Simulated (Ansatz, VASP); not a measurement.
**Two plane-wave programs on BiIr**

```
CELL_PARAMETERS angstrom
0.00000 2.81287 2.81287
2.81287 0.00000 2.81287
2.81287 2.81287 0.00000
ATOMIC_POSITIONS crystal
Ir 0.50000 0.50000 0.50000
Bi 0.00000 0.00000 0.00000
```

Alike in both runs: task single point; functional PBE; k mesh 10 × 10 × 10; occupations gaussian, width 0.05 eV; no spin polarisation.

|  | VASP | Ansatz |
| --- | --- | --- |
| version | VASP 6.6.1 | Ansatz 0.2.0 |
| potentials or method | VASP PAW PBE potentials, release 64 (Ir, Bi_d) | scalar-relativistic, plane waves, PAW |
| plane-wave cutoff (eV) | 520 | 420 |
| valence electrons in the cell | 24 | 32 |

|  | VASP | Ansatz | Ansatz less VASP |
| --- | --- | --- | --- |
| gap on the k mesh at the Fermi level (eV) | none | none | - |
| pressure (GPa) | 0.1 | 0.0 | -0.08 |

A gap of «none» marks a metal or a gap that the smearing closes. The two sets of potentials don't hold the same shells in valence.

Caveats: spin-orbit coupling is left out, which moves the levels of the heavy elements.
